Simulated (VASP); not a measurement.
OSZICAR of a VASP run on TiB (relaxed from the wurtzite structure, space group P6_3/mmc):

File OSZICAR:
```
       N       E                     dE             d eps       ncg     rms          rms(c)
DAV:   1     0.318484286086E+03    0.31848E+03   -0.16093E+04  1520   0.181E+03
DAV:   2     0.489297788615E+01   -0.31359E+03   -0.30782E+03  1528   0.505E+02
DAV:   3    -0.334420090522E+02   -0.38335E+02   -0.37499E+02  2833   0.147E+02
DAV:   4    -0.361194245855E+02   -0.26774E+01   -0.26634E+01  1940   0.381E+01
DAV:   5    -0.363080950717E+02   -0.18867E+00   -0.18863E+00  2299   0.774E+00    0.196E+01
DAV:   6    -0.281900039718E+02    0.81181E+01   -0.65330E+01  1979   0.661E+01    0.467E+00
DAV:   7    -0.280858383348E+02    0.10417E+00   -0.53027E+00  1953   0.198E+01    0.311E+00
DAV:   8    -0.281125070737E+02   -0.26669E-01   -0.19813E-01  1924   0.361E+00    0.127E+00
DAV:   9    -0.281242948392E+02   -0.11788E-01   -0.37247E-02  1841   0.179E+00    0.238E-01
DAV:  10    -0.281250577314E+02   -0.76289E-03   -0.91334E-03  2351   0.720E-01    0.678E-02
DAV:  11    -0.281249467434E+02    0.11099E-03   -0.23505E-03  2039   0.403E-01    0.617E-02
DAV:  12    -0.281248909075E+02    0.55836E-04   -0.38288E-04  2272   0.155E-01    0.809E-03
DAV:  13    -0.281248935963E+02   -0.26888E-05   -0.82350E-06  2070   0.283E-02    0.309E-03
DAV:  14    -0.281248939839E+02   -0.38759E-06   -0.73171E-07  1063   0.886E-03
   1 F= -.28124894E+02 E0= -.28125169E+02  d E =-.281249E+02
       N       E                     dE             d eps       ncg     rms          rms(c)
DAV:   1    -0.281248439524E+02    0.49644E-04   -0.12254E-01  1740   0.665E+00    0.225E-01
DAV:   2    -0.281256806994E+02   -0.83675E-03   -0.18602E-02  1675   0.132E+00    0.119E-01
DAV:   3    -0.281254087405E+02    0.27196E-03   -0.88659E-04  1943   0.302E-01    0.331E-02
DAV:   4    -0.281254011314E+02    0.76091E-05   -0.17214E-04  2059   0.110E-01    0.137E-02
DAV:   5    -0.281253997553E+02    0.13761E-05   -0.25661E-05  2245   0.443E-02    0.996E-03
DAV:   6    -0.281254000942E+02   -0.33889E-06   -0.54828E-06  1823   0.257E-02
   2 F= -.28125400E+02 E0= -.28125702E+02  d E =-.506110E-03
       N       E                     dE             d eps       ncg     rms          rms(c)
DAV:   1    -0.281253985228E+02    0.12325E-05   -0.94114E-04  1787   0.582E-01    0.195E-02
DAV:   2    -0.281254049440E+02   -0.64212E-05   -0.14103E-04  1708   0.116E-01    0.103E-02
DAV:   3    -0.281254029265E+02    0.20175E-05   -0.76889E-06  1943   0.285E-02    0.289E-03
DAV:   4    -0.281254028116E+02    0.11489E-06   -0.14625E-06  1173   0.120E-02
   3 F= -.28125403E+02 E0= -.28125706E+02  d E =-.508828E-03
       N       E                     dE             d eps       ncg     rms          rms(c)
DAV:   1    -0.281262096895E+02   -0.80676E-03   -0.30978E-02  1824   0.299E+00    0.253E-01
DAV:   2    -0.281255191015E+02    0.69059E-03   -0.83554E-03  1913   0.933E-01    0.818E-02
DAV:   3    -0.281254244173E+02    0.94684E-04   -0.74137E-04  2286   0.203E-01    0.248E-02
DAV:   4    -0.281254314567E+02   -0.70393E-05   -0.13540E-04  2463   0.748E-02    0.161E-02
DAV:   5    -0.281254448202E+02   -0.13364E-04   -0.12474E-05  1738   0.295E-02    0.618E-03
DAV:   6    -0.281254535364E+02   -0.87161E-05   -0.24839E-05  2003   0.194E-02    0.430E-03
DAV:   7    -0.281254542417E+02   -0.70533E-06   -0.48371E-07   993   0.623E-03
   4 F= -.28125454E+02 E0= -.28125752E+02  d E =-.514301E-04
```

Problem. Which electronic solver shows in the log?

Solution. It is blocked Davidson (ALGO = Normal, or the opening steps of other solvers). The INCAR had ALGO = Normal.

Problem. Can the final energy be trusted as converged?

Solution. The calculation finished and met its thresholds. It stopped with EDIFF = 1E-6, NELM = 100, NSW = 60 and EDIFFG = -0.02 after 4 ionic steps (PBE GGA, plane waves, VASP's PBE PAW potentials (set 64)).

The structure was generated: TiB was put into the wurtzite type (P6_3mc), which need not be its known phase. This run relaxes it. It ends in space group P6_3/mmc. Symmetry was kept, so distortions that lower it aren't found. The start is the result of an earlier pass.
